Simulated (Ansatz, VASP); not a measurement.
Two plane-wave programs on BeRhS3

```
Be Rh S
1.0
     4.61206    0.00000    0.00000
     0.00000    4.61206    0.00000
     0.00000    0.00000    4.61206
Be Rh S
1 1 3
Direct
  0.00000 0.00000 0.00000
  0.50000 0.50000 0.50000
  0.50000 0.00000 0.00000
  0.00000 0.50000 0.00000
  0.00000 0.00000 0.50000
```

Alike in both runs: task single point; functional PBE; k mesh 4 × 4 × 4; occupations gaussian, width 0.1 eV; collinear spin.

|  | VASP | Ansatz |
| --- | --- | --- |
| version | VASP 6.6.1 | Ansatz 0.2.0 |
| potentials or method | VASP PAW PBE potentials, release 64 (Be, Rh_pv, S) | scalar-relativistic, plane waves, PAW |
| plane-wave cutoff (eV) | 520 | 420 |
| valence electrons in the cell | 35 | 37 |

```csv
,VASP,Ansatz,Ansatz less VASP
gap on the k mesh at the Fermi level (eV),none,none,-
pressure (GPa),-13.0,-12.9,+0.09
net moment per atom (μB),0.08,0.08,-0.002
size of the moment on the site where the two differ most (μB),0.37,0.37,-0.001
```

Site moments also hang on the region over which each program counts them. A gap of «none» marks a metal or a gap that the smearing closes. The functional is the same, so the differences come from potentials, cutoffs and numerics. The two sets of potentials don't hold the same shells in valence.
